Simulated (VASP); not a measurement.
```xyz
7
Lattice="6.4483 -1.9119 0.0064 6.4483 1.9119 0.0064 -0.0544 0.0000 3.9775" Properties=species:S:1:pos:R:3 pbc="T T T"
Nb    10.9586     0.0000     3.7256
Nb     1.8835     0.0000     0.2647
O     10.9503     0.0000     1.9477
O      1.8918     0.0000     2.0426
O      0.0000     0.0000     0.0000
O      8.8311     0.0000     0.0280
O      4.0111     0.0000     3.9624
```

Level of theory: r2SCAN meta-GGA, VASP's PBE PAW potentials (set 64) (plane waves; VASP). Run with 520 eV cut-off, 7×7×6 Γ-centred mesh, tetrahedra with Blöchl corrections, potentials Nb_sv O.

Q: Give the energies of bands 19 to 32 at the high-symmetry points, in eV from the valence-band maximum.

A: 
| band | Γ | C | Y2 | M2 | D | A | V2 |
|---|---|---|---|---|---|---|---|
| 19 | -2.35 | -2.87 | -2.47 | -3.62 | -4.39 | -4.00 | -2.84 |
| 20 | -2.11 | -2.58 | -2.23 | -3.02 | -4.38 | -3.05 | -2.81 |
| 21 | -1.97 | -2.32 | -2.12 | -2.59 | -3.56 | -2.67 | -2.44 |
| 22 | -1.74 | -2.12 | -1.66 | -2.48 | -3.47 | -2.19 | -1.94 |
| 23 | -1.49 | -1.81 | -1.44 | -2.37 | -2.38 | -2.19 | -1.87 |
| 24 | -1.47 | -1.69 | -1.34 | -1.64 | -2.36 | -2.03 | -1.52 |
| 25 | -1.20 | -1.20 | -1.23 | -1.52 | -1.84 | -1.83 | -1.20 |
| 26 | -1.09 | -1.07 | -1.20 | -1.52 | -0.42 | -1.34 | -1.12 |
| 27 | -0.96 | -1.06 | -1.06 | -1.07 | -0.11 | -1.16 | -1.03 |
| 28 | -0.76 | -0.96 | -0.85 | -0.14 | -0.05 | -0.20 | -0.94 |
| 29 | 2.93 | 3.19 | 2.69 | 3.85 | 3.38 | 4.09 | 3.04 |
| 30 | 3.26 | 3.29 | 3.28 | 5.12 | 4.76 | 5.10 | 3.40 |
| 31 | 3.56 | 4.33 | 3.52 | 5.27 | 5.30 | 5.43 | 4.27 |
| 32 | 4.83 | 4.43 | 4.66 | 5.68 | 5.86 | 5.92 | 4.69 |

The gap is indirect, 2.69 eV, from the valence maximum at L2 to the conduction minimum at Y2.

The structure comes from a computed database's Nb2O5 entry (C2/m); how it stands against other phases isn't given here. It was relaxed first.
